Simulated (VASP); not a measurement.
Input:

```
CELL_PARAMETERS angstrom
      0.00000     2.75151     2.75151
      2.75151     0.00000     2.75151
      2.75151     2.75151     0.00000
ATOMIC_POSITIONS crystal
  Li 0.00000 0.00000 0.00000
  Br 0.50000 0.50000 0.50000
```

Calculation: PW91 GGA, VASP's PBE PAW potentials (set 64) (plane waves; VASP). Run with 520 eV cut-off, Gaussian smearing of 0.050 eV, potentials Li_sv Br.

Question: Predict the band gap (along the path) with the smallest direct gap where there is one.

Answer: 
```json
{
 "band gap (along the path)": "4.95 eV",
 "smallest direct gap (along the path)": "4.95 eV"
}
```

Only differences to runs with the same potentials and settings are physical.

The compound is LiBr in the rock salt structure. It was relaxed first.
